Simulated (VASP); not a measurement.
Data:

```
Bi
1.0
    2.26984     1.31049     4.10427
   -2.26984     1.31049     4.10427
    0.00000    -2.62099     4.10427
Bi
2
Direct
  0.23131   0.23131   0.23131
  0.76869   0.76869   0.76869
```

Level of theory: r2SCAN meta-GGA, VASP's PBE PAW potentials (set 64) (plane waves; VASP). Numerical set-up: 400 eV cut-off, 8×8×8 Γ-centred mesh, tetrahedra with Blöchl corrections, potentials Bi_d.

For a metal the tetrahedron method with Blöchl corrections gives inexact stress and forces. Unless said otherwise, spin-orbit coupling is left out, though it shifts the bands of the heavy elements here.

Predict the energy per atom (σ→0), largest force, band gap (over mesh and band path) with the smallest direct gap where there is one.

```
Quantity                                                               Value
----------------------------------  ----------------------------------------
band gap (over mesh and band path)  none (metal, semimetal or under 0.01 eV)
energy per atom (σ→0)                                        -58.505 eV/atom
largest force                                                     0.054 eV/Å
```

The absolute energy has meaning only against runs of the same code, potentials and settings.

The structure comes from a measured Bi entry (R-3m) of the Crystallography Open Database, whose conditions weren't checked. It was relaxed first.
